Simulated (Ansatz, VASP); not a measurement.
**One calculation of AlRh2, two programs**

File INCAR:

```
SYSTEM = AlRh2
PREC = Accurate
ENCUT = 520
EDIFF = 1E-6
ISMEAR = 0
SIGMA = 0.1
LREAL = .False.
LASPH = .True.
NELM = 100
ALGO = Normal
ISIF = 2
LWAVE = .False.
LCHARG = .False.
GGA = PE
NBANDS = 24
```

File KPOINTS:

```
Automatic mesh
0
Gamma
  6 6 6
  0 0 0
```

The input POSCAR:

```
AlRh2
1.0
    0.0000000000      2.8704290700      2.8704290700
    2.8704290700      0.0000000000      2.8704290700
    2.8704290700      2.8704290700      0.0000000000
Al Rh
1 2
Direct
    0.5000000000      0.5000000000      0.5000000000
    0.7500000000      0.7500000000      0.7500000000
    0.2500000000      0.2500000000      0.2500000000
```

Input for Ansatz:

```yaml
crystal:
  lattice:
    - [0.0, 2.87042907, 2.87042907]
    - [2.87042907, 0.0, 2.87042907]
    - [2.87042907, 2.87042907, 0.0]
  atoms:
    - { symbol: Al, position: [0.5, 0.5, 0.5] }
    - { symbol: Rh, position: [0.75, 0.75, 0.75] }
    - { symbol: Rh, position: [0.25, 0.25, 0.25] }
basis:
  ecutwfc: 420
kpoints:
  mp_grid: { grid: [6, 6, 6] }
hamiltonian:
  xc: pbe
scf:
  occupations: { method: gaussian, width: 0.1 }
  lower_state_search: "off"
output:
  forces: true
  stress: true
  eigenvalues: true
```

Alike in both runs: task single point; functional PBE; k mesh 6 × 6 × 6; occupations gaussian, width 0.1 eV; no spin polarisation.

```csv
,VASP,Ansatz
version,VASP 6.6.1,Ansatz 0.2.0
potentials or method,"VASP PAW PBE potentials, release 64 (Al, Rh_pv)","scalar-relativistic, plane waves, PAW"
plane-wave cutoff (eV),520,420
valence electrons in the cell,33,37
```

```csv
,VASP,Ansatz,Ansatz less VASP
gap on the k mesh at the Fermi level (eV),none,none,-
pressure (GPa),-0.2,-0.3,-0.08
```

A gap of «none» marks a metal or a gap that the smearing closes. The functional is the same, so the differences come from potentials, cutoffs and numerics. The two sets of potentials don't hold the same shells in valence.
